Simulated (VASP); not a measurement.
# YLu with RPBE: from relaxation to properties

What structure does YLu take at this level, and what are its properties? The steps: rough relaxation of the start cell, full relaxation (RPBE), density, ELF and potential (RPBE), bands along the symmetry lines (RPBE), density of states (RPBE), electric field gradients (RPBE) and elastic tensor by finite strains (RPBE). The cell is invented: it takes the structure of a Materials Project entry for YSc (space group 187 there), with some of its atoms replaced by other elements, volume scaled by an estimate. It may not be a known or stable phase.

Program: VASP 6.6.1. Level of theory: RPBE, 4f electrons in the core; plane waves and PAW (Lu_3, Y_sv); invented cell. Results are calculated unless marked as measured.

This is a report of a sequence of runs, with most program output left out.

### 1. The structure

Before any relaxation, the start is as follows. The structure is hexagonal, space group P-6m2 (No. 187). Conventional cell: a = 3.611 Å, b = 3.611 Å, c = 5.543 Å, α = 90.00°, β = 90.00°, γ = 120.00°. Lu has 6 Y at 3.47 Å and 6 Lu at 3.61 Å nearest. Nearest to Y lie 6 Lu at 3.47 Å and 6 Y at 3.61 Å. It derives from YSc. it takes the structure of a Materials Project entry for YSc (space group 187 there), with some of its atoms replaced by other elements, volume scaled by an estimate. Farther neighbours are not listed.

Coordinates:

```
Lu Y
1.0
     3.61094    0.00000    0.00000
    -1.80547    3.12716    0.00000
     0.00000    0.00000    5.54347
Lu Y
1 1
Direct
  0.33333 0.66667 0.50000
  0.00000 0.00000 0.00000
```

### 2. Rough relaxation of the start cell

The start is only an estimate, so a cheap relaxation brings it near a minimum before any careful run. RPBE by itself binds more weakly than PBE and expands cells.

INCAR

```
SYSTEM = YLu
PREC = Normal
ENCUT = 400
EDIFF = 1E-05
NELM = 60
ISMEAR = 1
SIGMA = 0.2
LREAL = .FALSE.
ALGO = Fast
GGA = RP
NBANDS = 16
LORBIT = 11
LWAVE = .FALSE.
LCHARG = .FALSE.
IBRION = 2
NSW = 40
ISIF = 3
EDIFFG = -0.04
```

POSCAR

```
YLu
1.0
    3.6109360000      0.0000000000      0.0000000000
   -1.8054680000      3.1271620000      0.0000000000
    0.0000000000      0.0000000000      5.5434650000
Lu Y
1 1
Direct
    0.3333333300      0.6666666700      0.5000000000
    0.0000000000      0.0000000000      0.0000000000
```

KPOINTS

```
Automatic mesh
0
Gamma
5 5 3
0 0 0
```

Potentials, in the order of the species: Lu_3 and Y_sv (PBE family, release 64).

Launch:

```sh
> mpirun -np 1 vasp_std
```

Wall time 8.2 s (1 MPI rank of AMD EPYC 9R45, shared host); peak memory 0.11 GiB.

The data set Lu_3 holds the 4f electrons frozen in the core, so no f bands or f moments appear. The k-mesh is coarse for a metal. This relaxation is a rough one on cheap settings, only to bring the start near its minimum. The PAW data sets were made with PBE, which is usual practice but a small mismatch for other functionals. The run keeps the 12 symmetry operations of its start, so it cannot find a distortion of lower symmetry.

Step by step:

```tsv
step	energy less that of the first step (eV)	largest force (eV/Å)	pressure (GPa)	volume (Å³)
1	0.0000	0.0000	1.81	62.60
2	-0.0099	0.0000	-0.61	65.86
3	-0.0115	0.0000	0.05	64.83
```

```tsv
conventional cell, symmetrised	before	after	change
a (Å)	3.611	3.656	+1.3 %
b (Å)	3.611	3.656	+1.3 %
c (Å)	5.543	5.600	+1.0 %
volume (Å³/atom)	31.30	32.42	+3.6 %
```

The relaxed structure:

```
Lu Y
1.0
     3.65626    0.00000    0.00000
    -1.82813    3.16642    0.00000
     0.00000    0.00000    5.59981
Lu Y
1 1
Direct
  0.33333 0.66667 0.50000
  0.00000 0.00000 0.00000
```

This step gave:

```yaml
electrons: 20
bands: 16
irreducible_k_points: 10
symmetry_operations: 12
free_energy_toten: -10.20 eV
energy_at_zero_smearing: -10.19 eV
fermi_energy: 2.783 eV
pressure: 0.05017 GPa
metallic: yes
scf_cycles_over_all_ionic_steps: 54
```

It ends with forces that vanish by symmetry and a pressure of 0.05 GPa.

### 3. Full relaxation (RPBE)

Properties are meant for the cell that this level of theory prefers, so cell and atoms are relaxed first (ISIF = 3) until forces and stress are small; EDIFFG sets the threshold.

INCAR

```
SYSTEM = YLu
PREC = Accurate
ENCUT = 400
EDIFF = 1E-06
NELM = 100
ISMEAR = 1
SIGMA = 0.2
LREAL = .FALSE.
ALGO = Normal
GGA = RP
NBANDS = 16
LORBIT = 11
LWAVE = .FALSE.
LCHARG = .FALSE.
IBRION = 2
NSW = 60
ISIF = 3
EDIFFG = -0.01
```

POSCAR

```
YLu
1.0
    3.6562649029      0.0000000000      0.0000000000
   -1.8281324514      3.1664179698      0.0000000000
    0.0000000000      0.0000000000      5.5998113932
Lu Y
1 1
Direct
    0.3333333300      0.6666666700      0.5000000000
    0.0000000000      0.0000000000      0.0000000000
```

KPOINTS

```
Automatic mesh
0
Gamma
7 7 4
0 0 0
```

Launch:

```sh
> mpirun -np 1 vasp_std
```

It took 24 s on 1 MPI rank; peak memory 0.15 GiB.

Relaxation path:

```tsv
step	energy less that of the first step (eV)	largest force (eV/Å)	pressure (GPa)	volume (Å³)
1	0.0000	0.0000	-0.23	64.83
2	-0.0014	0.0000	0.06	64.39
3	-0.0015	0.0000	0.14	64.27
4	-0.0017	0.0000	0.00	64.48
```

```tsv
conventional cell, symmetrised	before	after	change
a (Å)	3.656	3.634	-0.6 %
b (Å)	3.656	3.634	-0.6 %
c (Å)	5.600	5.639	+0.7 %
volume (Å³/atom)	32.42	32.24	-0.5 %
```

Final coordinates:

```xyz
2
Lattice="3.6338 0.0000 0.0000 -1.8169 3.1470 0.0000 0.0000 0.0000 5.6389" Properties=species:S:1:pos:R:3 pbc="T T T"
Lu    0.0000    2.0980    2.8195
Y     0.0000    0.0000    0.0000
```

Numbers from this step:

```yaml
irreducible_k_points: 24
free_energy_toten: -10.25 eV
energy_at_zero_smearing: -10.25 eV
fermi_energy: 2.825 eV
pressure: 8.42e-4 GPa
scf_cycles_over_all_ionic_steps: 36
```

It ends with forces that vanish by symmetry and a pressure of 0.00 GPa.

### 4. Density, ELF and potential (RPBE)

A single point on the relaxed cell gives a clean self-consistent state, with density, ELF and potential written out.

Edit INCAR of step 3 so:

```diff
@@ -13,6 +13,5 @@
 LWAVE = .FALSE.
-LCHARG = .FALSE.
-IBRION = 2
-NSW = 60
-ISIF = 3
-EDIFFG = -0.01
+LCHARG = .TRUE.
+ISIF = 2
+LELF = .TRUE.
+LVHAR = .TRUE.
```

POSCAR

```
YLu
1.0
    3.6337934677      0.0000000000      0.0000000000
   -1.8168967338      3.1469571419      0.0000000000
    0.0000000000      0.0000000000      5.6389207753
Lu Y
1 1
Direct
    0.3333333300      0.6666666700      0.5000000000
    0.0000000000      0.0000000000      0.0000000000
```

KPOINTS is that of step 3.

Launch:

```sh
> mpirun -np 1 vasp_std
```

Wall time 10 s (1 MPI rank); peak memory 0.14 GiB.

Numbers from this step:

| Property | Result |
| --- | --- |
| SCF cycles | 15 |
| pressure | 0.004269 GPa |

Valence electrons inside each PAW sphere by angular momentum. Sphere charges, by row:

```tsv
atom	s (e)	p (e)	d (e)	f (e)	tot (e)
Lu1	0.481	6.387	0.813	0	7.681
Y2	2.27	6.232	0.917	0.007	9.426
```

ELF in the ac plane at fractional y = 0.000, with atoms of Y within 0.2 Å of it. It is the smooth field of the valence electrons, not physical close to the nuclei.

Ten even steps from '0' (0.12) to '9' (0.76), each cell a mean:
```
99962012003799
99841023101689
77510034200357
32100256410013
00002355531000
22233333333222
66542110112456
88631000001468
98520000000368
98510011100269
98510011100269
98510001000368
98620000001368
76532100012466
33333222233333
00012455432100
22000356420012
66410145300146
98740023101578
99862012003799
99972001003899
```
Columns run along a (3.6 Å), rows up along c (5.6 Å). Atoms in or near the plane, at fractional coordinates: Y at (0.00, 0.00).

Electrostatic potential energy in the ac plane at fractional y = 0.000, with atoms of Y within 0.2 Å of it. With pseudopotentials it is smooth inside the atoms' cores, unlike the true potential.

Values in eV, 21 rows by 14 columns, each cell a mean:
```
-22 -21 -19 -15  -9  -4   0   0  -1  -5 -11 -16 -20 -22
-21 -20 -17 -12  -7  -2   0   1   0  -3  -9 -14 -18 -20
-16 -15 -13  -9  -4  -1   1   2   1  -1  -5 -10 -14 -16
-11 -10  -7  -4  -1   1   2   2   1   0  -2  -5  -8 -10
 -5  -4  -3  -1   0   1   2   2   2   1   0  -2  -3  -4
  0   0   0   1   1   1   1   1   1   1   1   0   0   0
  2   2   1   1   0  -1  -1  -1  -1  -1   0   1   1   2
  2   2   1   0  -1  -3  -4  -5  -4  -2  -1   1   2   2
  2   2   1  -1  -3  -6  -8  -8  -7  -5  -2   0   1   2
  2   2   1  -1  -4  -7  -9  -9  -9  -7  -3  -1   1   2
  2   2   1  -1  -4  -7  -9  -9  -9  -7  -4  -1   1   2
  2   2   1  -1  -3  -6  -8  -8  -8  -5  -3   0   1   2
  2   2   1   0  -2  -4  -6  -6  -5  -3  -1   0   2   2
  2   2   1   1   0  -1  -2  -2  -2  -1   0   1   1   2
  0   1   1   1   1   0   0   0   0   0   1   1   1   0
 -3  -2  -1   0   0   1   1   1   1   1   0  -1  -2  -2
 -9  -8  -6  -3  -1   1   2   2   2   0  -1  -4  -7  -9
-15 -14 -11  -7  -3   0   1   2   1  -1  -4  -9 -12 -14
-20 -19 -16 -12  -7  -2   1   1   0  -3  -8 -13 -17 -19
-22 -21 -19 -14  -9  -3   0   0  -1  -5 -10 -16 -20 -21
-22 -22 -20 -15 -10  -4  -1   0  -1  -6 -11 -17 -21 -22
```
Columns run along a (3.6 Å; values clipped at the 3rd and 97th percentile), rows up along c (5.6 Å). Atoms in or near the plane, at fractional coordinates: Y at (0.00, 0.00).

Valence density in the ac plane at fractional y = 0.000, with atoms of Y within 0.2 Å of it. It is the smooth field of the valence electrons, not physical close to the nuclei.

Values in e/Å³, 21 rows by 14 columns, each cell a mean:
```
4.6 3.8 2.5 1.0 0.4 0.1 0.1 0.1 0.1 0.2 0.5 1.4 2.8 4.1
3.1 2.6 1.6 0.7 0.3 0.1 0.1 0.1 0.1 0.1 0.3 0.9 1.9 2.8
1.5 1.2 0.8 0.3 0.2 0.1 0.1 0.1 0.1 0.1 0.2 0.4 0.9 1.3
0.5 0.4 0.3 0.2 0.1 0.1 0.1 0.1 0.1 0.1 0.1 0.2 0.3 0.4
0.2 0.2 0.1 0.1 0.1 0.1 0.1 0.1 0.1 0.1 0.1 0.1 0.1 0.2
0.1 0.1 0.1 0.1 0.1 0.1 0.1 0.1 0.1 0.1 0.1 0.1 0.1 0.1
0.1 0.1 0.1 0.1 0.1 0.1 0.1 0.1 0.1 0.1 0.1 0.1 0.1 0.1
0.1 0.1 0.1 0.1 0.1 0.1 0.1 0.1 0.1 0.1 0.1 0.1 0.1 0.1
0.1 0.1 0.1 0.1 0.1 0.2 0.2 0.2 0.2 0.1 0.1 0.1 0.1 0.1
0.1 0.1 0.1 0.1 0.1 0.2 0.3 0.3 0.2 0.2 0.1 0.1 0.1 0.1
0.1 0.1 0.1 0.1 0.1 0.2 0.3 0.3 0.3 0.2 0.1 0.1 0.1 0.1
0.1 0.1 0.1 0.1 0.1 0.2 0.2 0.2 0.2 0.2 0.1 0.1 0.1 0.1
0.1 0.1 0.1 0.1 0.1 0.1 0.2 0.2 0.2 0.1 0.1 0.1 0.1 0.1
0.1 0.1 0.1 0.1 0.1 0.1 0.1 0.1 0.1 0.1 0.1 0.1 0.1 0.1
0.1 0.1 0.1 0.1 0.1 0.1 0.1 0.1 0.1 0.1 0.1 0.1 0.1 0.1
0.1 0.1 0.1 0.1 0.1 0.1 0.1 0.1 0.1 0.1 0.1 0.1 0.1 0.1
0.4 0.3 0.2 0.1 0.1 0.1 0.1 0.1 0.1 0.1 0.1 0.2 0.2 0.3
1.1 0.9 0.6 0.3 0.1 0.1 0.1 0.1 0.1 0.1 0.2 0.3 0.6 1.0
2.7 2.2 1.4 0.6 0.2 0.1 0.1 0.1 0.1 0.1 0.3 0.8 1.6 2.4
4.3 3.6 2.3 1.0 0.4 0.1 0.1 0.1 0.1 0.2 0.4 1.3 2.7 3.8
5.1 4.3 2.8 1.2 0.4 0.2 0.1 0.1 0.1 0.2 0.5 1.6 3.2 4.6
```
Columns run along a (3.6 Å), rows up along c (5.6 Å). Atoms in or near the plane, at fractional coordinates: Y at (0.00, 0.00).

In this run the pressure is 0.00 GPa, small enough to go on.

### 5. Bands along the symmetry lines (RPBE)

Levels along the symmetry lines show where the bands peak and cross; KPOINTS_OPT computes them in the converged potential.

INCAR

```
SYSTEM = YLu
PREC = Accurate
ENCUT = 400
EDIFF = 1E-06
NELM = 100
ISMEAR = 1
SIGMA = 0.2
LREAL = .FALSE.
ALGO = Normal
GGA = RP
NBANDS = 22
LORBIT = 11
LWAVE = .FALSE.
LCHARG = .FALSE.
```

POSCAR is that of step 4.

KPOINTS is that of step 4.

KPOINTS_OPT

```
Line mode
16
Line-mode
Reciprocal
  0.00000000   0.00000000   0.00000000 GAMMA
  0.50000000   0.00000000   0.00000000 M

  0.50000000   0.00000000   0.00000000 M
  0.33333333   0.33333333   0.00000000 K

  0.33333333   0.33333333   0.00000000 K
  0.00000000   0.00000000   0.00000000 GAMMA

  0.00000000   0.00000000   0.00000000 GAMMA
  0.00000000   0.00000000   0.50000000 A

  0.00000000   0.00000000   0.50000000 A
  0.50000000   0.00000000   0.50000000 L

  0.50000000   0.00000000   0.50000000 L
  0.33333333   0.33333333   0.50000000 H

  0.33333333   0.33333333   0.50000000 H
  0.00000000   0.00000000   0.50000000 A

  0.50000000   0.00000000   0.50000000 L
  0.50000000   0.00000000   0.00000000 M

  0.33333333   0.33333333   0.00000000 K
  0.33333333   0.33333333   0.50000000 H
```

Launch:

```sh
> mpirun -np 1 vasp_std
```

The job ended after 59 s (1 MPI rank; peak memory 0.15 GiB).

Spin-orbit coupling is off here; with elements this heavy it splits and shifts levels by tenths of an eV or more.

This step gave:

```yaml
scf_cycles: 14
bands: 22
pressure: 0.002945 GPa
```

The electronic bands at the labelled points (eV, zero at the Fermi level; # counts the bands kept):

```tsv
point	#1	#2	#3	#4	#5	#6
Γ	-5.29	-1.95	0.72	1.91	1.91	2.39
0.53 of the way	-3.89	-0.89	-0.16	0.36	1.65	1.98
M	-1.99	-1.18	-0.73	-0.31	1.51	1.64
0.47 of the way	-1.66	-0.89	-0.66	-0.42	1.27	1.54
K	-0.89	-0.79	-0.58	-0.54	1.00	1.41
0.53 of the way	-3.86	-0.77	-0.14	0.28	1.58	1.74
Γ	-5.29	-1.95	0.72	1.91	1.91	2.39
0.47 of the way	-4.94	-2.36	0.63	1.77	1.77	2.03
A	-4.11	-3.33	0.97	1.28	1.75	1.75
0.53 of the way	-2.97	-2.25	0.37	0.40	1.28	1.48
L	-2.00	-1.56	0.09	0.13	1.24	1.38
0.47 of the way	-1.64	-1.20	0.19	0.25	0.61	0.82
H	-0.71	-0.51	-0.27	-0.17	0.34	0.35
0.53 of the way	-2.92	-2.19	0.38	0.43	1.20	1.36
A	-4.11	-3.33	0.97	1.28	1.75	1.75
jump to L	-2.00	-1.56	0.09	0.13	1.24	1.38
0.47 of the way	-2.05	-1.33	-0.29	-0.18	1.43	1.81
M	-1.99	-1.18	-0.73	-0.31	1.51	1.64
jump to K	-0.89	-0.79	-0.58	-0.54	1.00	1.41
0.53 of the way	-0.80	-0.56	-0.55	-0.38	0.62	0.90
H	-0.71	-0.51	-0.27	-0.17	0.34	0.35
```

Of the projections kept (Lu, Y), the largest for each band there; the rest of the weight can lie on other orbitals:

```tsv
point	#1	#2	#3	#4	#5	#6
Γ	Lu 0.70	Y 0.55	Lu 0.51	Y 0.74	Y 0.74	Lu 0.50
M	Lu 0.60	Y 0.54	Y 0.54	Lu 0.53	Lu 0.54	Y 0.54
K	Y 0.60	Lu 0.67	Y 0.52	Lu 0.52	Y 0.76	Lu 0.76
Γ	Lu 0.70	Y 0.55	Lu 0.51	Y 0.74	Y 0.74	Lu 0.50
A	Lu 0.82	Y 0.70	Y 0.84	Lu 0.84	Y 0.83	Y 0.83
L	Lu 0.64	Y 0.61	Lu 0.73	Y 0.70	Lu 0.84	Y 0.82
```

There is no gap at this level.

### 6. Density of states (RPBE)

Here the states are counted by energy and projected on the atoms. The mesh is finer than in the run before.

Edit INCAR of step 5 so:

```diff
@@ -5,3 +5,3 @@
 NELM = 100
-ISMEAR = 1
+ISMEAR = -5
 SIGMA = 0.2
@@ -14 +14,2 @@
 LCHARG = .FALSE.
+NEDOS = 2001
```

POSCAR is that of step 5.

KPOINTS

```
Automatic mesh
0
Gamma
10 10 6
0 0 0
```

Launch:

```sh
> mpirun -np 1 vasp_std
```

The job ended after 31 s (1 MPI rank; peak memory 0.17 GiB).

The DOS at the Fermi level is high for the number of transition-metal atoms. It is one value on this mesh and may be a narrow spike; if it stands, a magnetic instability is possible, which a run without spin can't show. With tetrahedra the forces and stress of a metal are not exact derivatives of the energy.

Numbers from this step:

```
SCF cycles             : 18
irreducible k-points   : 56
free energy (TOTEN)    : -10.24 eV
Fermi energy           : 2.839 eV
pressure               : 0.1241 GPa
DOS at the Fermi level : 4.192 states/eV/cell
```

The density of states has structure finer than the step of the table below, so its rows give means over 0.5 eV, whole bins alone (the curve runs from -12.0 to 2.83 eV). Peaks (eV: height): total -2.04: 2.76, 0.12: 5.23, 1.25: 4.74, 2.21: 5.43; Y d 0.12: 1.25, 1.25: 1.36, 2.21: 1.91; Lu d 0.12: 0.947, 1.43: 1.30, 2.21: 1.74; Lu p 0.12: 0.530, 1.25: 0.378, 2.21: 0.168, 2.39: 0.172; Y p 0.12: 0.562, 1.40: 0.347, 2.15: 0.205.

States under -12.0 eV and over 2.8 eV are left out. Table of density of states by energy, zero at the Fermi level; means over each step; values in states/eV/cell:

```tsv
energy (eV)	total	Y d	Lu d	Lu p	Y p	Lu s
-6.0	0	0	0	0	0	0
-5.5	4.5e-4	0	0	0	0	1.2e-4
-5.0	0.118	1.9e-4	1.3e-4	0.00185	0.00173	0.0316
-4.5	0.269	0.00120	0.00112	0.00813	0.00844	0.0714
-4.0	0.400	0.00399	0.00343	0.0177	0.0193	0.107
-3.5	0.456	0.0102	0.00710	0.0285	0.0259	0.113
-3.0	0.603	0.0244	0.0173	0.0465	0.0344	0.122
-2.5	0.904	0.0622	0.0508	0.0701	0.0514	0.146
-2.0	1.47	0.157	0.139	0.0926	0.0767	0.195
-1.5	1.50	0.210	0.187	0.0986	0.0873	0.100
-1.0	1.85	0.351	0.301	0.117	0.101	0.0533
-0.5	2.52	0.587	0.513	0.207	0.164	0.0161
0.0	4.00	0.906	0.781	0.416	0.382	0.0215
0.5	1.72	0.462	0.356	0.156	0.125	0.00674
1.0	2.60	0.752	0.594	0.225	0.163	0.0142
1.5	4.07	1.17	1.19	0.209	0.260	0.0205
2.0	3.68	1.17	1.19	0.137	0.165	0.0174
2.5	2.48	0.970	0.730	0.0863	0.0659	0.0102
```

The finer mesh and the other smearing move the Fermi level by +0.01 eV from the 7×7×4 run, a small shift, which tests the Fermi level alone. Of the states within 0.3 eV of the Fermi level, the largest shares in the PAW spheres are Y d 23 %, Lu d 20 % and Lu p 10 %. The rest lies in smaller channels or between the spheres.

### 7. Electric field gradients (RPBE)

Field gradients probe how far the charge around each nucleus departs from cubic symmetry; LASPH keeps the non-spherical terms inside the spheres.

INCAR

```
SYSTEM = YLu
PREC = Accurate
ENCUT = 400
EDIFF = 1E-07
NELM = 100
ISMEAR = 1
SIGMA = 0.2
LREAL = .FALSE.
ALGO = Normal
GGA = RP
NBANDS = 16
LORBIT = 11
LWAVE = .FALSE.
LCHARG = .FALSE.
LEFG = .TRUE.
LASPH = .TRUE.
```

POSCAR is that of step 6.

KPOINTS

```
Automatic mesh
0
Gamma
7 7 4
0 0 0
```

Launch:

```sh
> mpirun -np 1 vasp_std
```

Wall time 13 s (1 MPI rank); peak memory 0.14 GiB.

Numbers from this step:

```
SCF cycles           : 17
bands                : 16
irreducible k-points : 24
free energy (TOTEN)  : -10.25 eV
Fermi energy         : 2.825 eV
pressure             : 0.007805 GPa
```

Electric field gradients, by row:

```tsv
atom	Vxx (V/Å²)	Vyy (V/Å²)	Vzz (V/Å²)	asymmetry
Lu1	-26.25	-26.25	52.5	0
Y2	-14.24	-14.24	28.48	0
```

The largest gradient, 52.50 V/Å², sits on Lu1; times the quadrupole moment of a nucleus that has one, it gives the coupling that NMR and NQR see.

### 8. Elastic tensor by finite strains (RPBE)

IBRION = 6 with ISIF = 3 strains the cell both ways at fixed fractional positions, and adds the ions' share afterwards from the force constants. Stress converges slowly with the basis, so the cutoff is raised.

INCAR

```
SYSTEM = YLu
PREC = Accurate
ENCUT = 500
EDIFF = 1E-07
NELM = 100
ISMEAR = 1
SIGMA = 0.2
LREAL = .FALSE.
ALGO = Normal
GGA = RP
NBANDS = 16
LORBIT = 11
LWAVE = .FALSE.
LCHARG = .FALSE.
IBRION = 6
NFREE = 2
POTIM = 0.015
ISIF = 3
NSW = 1
```

POSCAR is that of step 7.

KPOINTS

```
Automatic mesh
0
Gamma
23 23 13
0 0 0
```

Launch:

```sh
> mpirun -np 1 vasp_std
```

The job ended after 10 min (1 MPI rank).

The run ended with an error.

VASP's message: “EDDAV: Call to ZHEGV failed. Returncode = 15 2 16”. No number of this run is used.

### 9. Outcome

```
relaxed volume                            : 32.24 Å³/atom
relaxed conventional cell a, b, c         : 3.634, 3.634, 5.639 Å; angles 90.0, 90.0, 120.0°
space group after relaxing, within 0.02 Å : P-6m2 (No. 187)
band gap                                  : none, a metal
DOS at the Fermi level                    : 4.19 states/eV/cell
largest field gradient Vzz                : 52.50 V/Å² on Lu1
```

What this shows: With RPBE, YLu relaxes to 32.24 Å³/atom in space group P-6m2 (held by the symmetry of the run) and comes out as a metal. Not obtained: elastic tensor by finite strains (RPBE), because the run crashed. Bands along the symmetry lines (RPBE): Of the bands kept, 2 cross the Fermi level on this path. Spin-orbit coupling is left out, and with elements this heavy it would split and shift bands near the Fermi level. The k-sampling is coarse for a metal, so the Fermi level, pressures and the shape of the cell carry errors. No search among competing phases was made. All values are for a static lattice at zero temperature.

[Lines on the potential files, build, host, timing and source positions are cut from VASP's logs without a mark.]

[Logs are printed without paths, hosts, clocks, repeated set-up lines and the standing remarks that a program may print on its own settings, such as how far it seeks lower states.]

[Hosts, paths, dates, database ids (printed as entryN), source tags and the programs' standing remarks are cut or masked in the printed files.]

[A measured line is paired with the nearest computed mode of its activity, which favours agreement.]
